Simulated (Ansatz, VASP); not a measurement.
# Two plane-wave programs on TiBr

INCAR

```
ALGO     = Normal         # electronic algorithm
EDIFF    = 1E-6           # SCF threshold, eV
ENCUT    = 520            # plane-wave cutoff, eV
GGA      = PE             # functional
ISIF     = 2              # what is computed and relaxed
ISMEAR   = 0              # smearing method
ISPIN    = 2              # spin polarisation
LASPH    = T              # aspherical terms in the spheres
LCHARG   = F              # write CHGCAR
LMAXMIX  = 4              # l up to which the mixer works
LORBIT   = 11             # projections on sites
LREAL    = F              # projectors in reciprocal space
LWAVE    = F              # write WAVECAR
MAGMOM   = 1 0            # initial moments
NBANDS   = 20             # bands
NELM     = 150            # most SCF steps
PREC     = Accurate       # precision mode
SIGMA    = 0.1            # smearing width, eV
```

The input KPOINTS:

```
k-points
0
Gamma
  4 4 4
```

The input POSCAR:

```
TiBr
1.0
    3.7692738000      0.0000000000      0.0000000000
    0.0000000000      3.7692738000      0.0000000000
    0.0000000000      0.0000000000      3.7692738000
Ti Br
1 1
Direct
    0.0000000000      0.0000000000      0.0000000000
    0.5000000000      0.5000000000      0.5000000000
```

Input for Ansatz:

```yaml
crystal:
  lattice:
    - [3.7692738, 0.0, 0.0]
    - [0.0, 3.7692738, 0.0]
    - [0.0, 0.0, 3.7692738]
  atoms:
    - { symbol: Ti, position: [0.0, 0.0, 0.0], spin: 1.0 }
    - { symbol: Br, position: [0.5, 0.5, 0.5] }
basis:
  ecutwfc: 420
kpoints:
  mp_grid: { grid: [4, 4, 4] }
hamiltonian:
  xc: pbe
scf:
  occupations: { method: gaussian, width: 0.1 }
  lower_state_search: "off"
output:
  forces: true
  stress: true
  eigenvalues: true
  populations: true
magnetization:
  spin_polarized: true
```

Change from the starting cell: species swapped into the YbAg type (Pm-3m, No. 221).

Alike in both runs: task single point; functional PBE; k mesh 4 × 4 × 4; occupations gaussian, width 0.1 eV; collinear spin.

|  | VASP | Ansatz |
| --- | --- | --- |
| version | VASP 6.6.1 | Ansatz 0.2.0 |
| potentials or method | VASP PAW PBE potentials, release 64 (Ti_sv, Br) | scalar-relativistic, plane waves, PAW |
| plane-wave cutoff (eV) | 520 | 420 |
| valence electrons in the cell | 19 | 19 |

VASP gave:

| Item | Value |
| --- | --- |
| gap on the k mesh at the Fermi level (eV) | none |
| pressure (GPa) | -7.8 |
| net moment per atom (μB) | 1.44 |
| size of the moment on the site where the two differ most (μB) | 2.00 |

Question: What did Ansatz give for the same quantities?

Answer: gap on the k mesh at the Fermi level (eV): none; pressure (GPa): -7.8; net moment per atom (μB): 1.44; size of the moment on the site where the two differ most (μB): 2.26.

Site moments also hang on the region over which each program counts them. A gap of «none» marks a metal or a gap that the smearing closes. The functional is the same, so the differences come from potentials, cutoffs and numerics.

Caveats: the k mesh is coarse (spacing up to 0.42 Å⁻¹), so the values aren't converged; semilocal functionals often make such compounds metallic where correlation or magnetic order opens a gap, which also shifts bond lengths.
